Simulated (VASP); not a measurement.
Energy against volume of YN (rock salt). Level of theory: PBE GGA, VASP's PBE PAW potentials (set 64) (plane waves; VASP). Numerical set-up: 520 eV cut-off, 9×9×9 Γ-centred mesh, Gaussian smearing of 0.050 eV, potentials Y_sv N.

```
V (Å³/atom)  E (eV/atom)
-----------  -----------
14.308          -9.10705
14.750          -9.11410
15.193          -9.10793
15.635          -9.09046
```

Fit these four points and predict the energy of the run at 13.865 Å³/atom.

A cubic in V^(−2/3), the third-order Birch-Murnaghan form, passes through the four points with V0 = 14.75 Å³/atom and B0 = 159 GPa, and gives -9.0845 eV/atom there. The run gave -9.0845 eV/atom, +0.0 meV/atom from the fit; all five points give B0 = 159 GPa.

The compound is YN in the rock salt structure. It was relaxed first.
